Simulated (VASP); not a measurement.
Set up this calculation in VASP 6.6.1, as the native input.

```yaml
Task: relaxation of cell and atoms
Functional: LDA
Potentials_or_basis: VASP PAW LDA potentials, release 64 (Te, Cu)
Cutoff: 600 eV
k_mesh: 10 × 8 × 1
Occupations: gaussian, width 0.03 eV
Spin: no spin polarisation
Further_INCAR_settings: ALGO = Normal; EDIFF = 1e-06; IBRION = 2; EDIFFG = -0.01; NSW = 90; ISIF = 3
```

The structure of CuTe lies in POSCAR:

```
CuTe
1.0
    3.1550000000      0.0000000000      0.0000000000
    0.0000000000      4.0920000000      0.0000000000
    0.0000000000      0.0000000000     21.8772744000
Te Cu
2 2
Direct
    0.0000000000      0.0000000000      0.4113858000
    0.5000000000      0.5000000000      0.5886142000
    0.0000000000      0.5000000000      0.4849607000
    0.5000000000      0.0000000000      0.5150393000
```

One way to write it, as run:

INCAR

```
PREC = Accurate ; ENCUT = 600
EDIFF = 1E-6 ; ISMEAR = 0
SIGMA = 0.03 ; LREAL = False
LASPH = True ; NELM = 80
ALGO = Normal ; ISIF = 3
LWAVE = False ; LCHARG = False
IBRION = 2 ; NSW = 90
EDIFFG = -0.01 ; LATTICE_CONSTRAINTS = .TRUE. .TRUE. .FALSE.
```

KPOINTS

```
Automatic mesh
0
Gamma
  10 8 1
```

Potentials or basis: VASP PAW LDA potentials, release 64 (Te, Cu).

Command:

```bash
$ cat potpaw_LDA.64/Te/POTCAR potpaw_LDA.64/Cu/POTCAR > POTCAR
$ mpirun -np 1 vasp_std > vasp.out
```

It gave:

* Relaxed volume: 67.49 Å³/atom
* Relaxed cell: a = 3.204 Å, b = 3.852 Å, c = 21.877 Å, α = 90.00°, β = 90.00°, γ = 90.00°
* Space group after relaxing (to 0.05 Å): Pmmn (No. 59)
* Energy gained by relaxing: 40.7 meV/atom
* Ionic steps: 20
* Largest force after relaxing: 0.005 eV/Å
* Band gap on the k mesh: none (metal or under the smearing width)

Run time: 28 min on 1 thread of Intel(R) Xeon(R) 6975P-C (Granite Rapids) (shared host), peak memory 0.53 GiB.
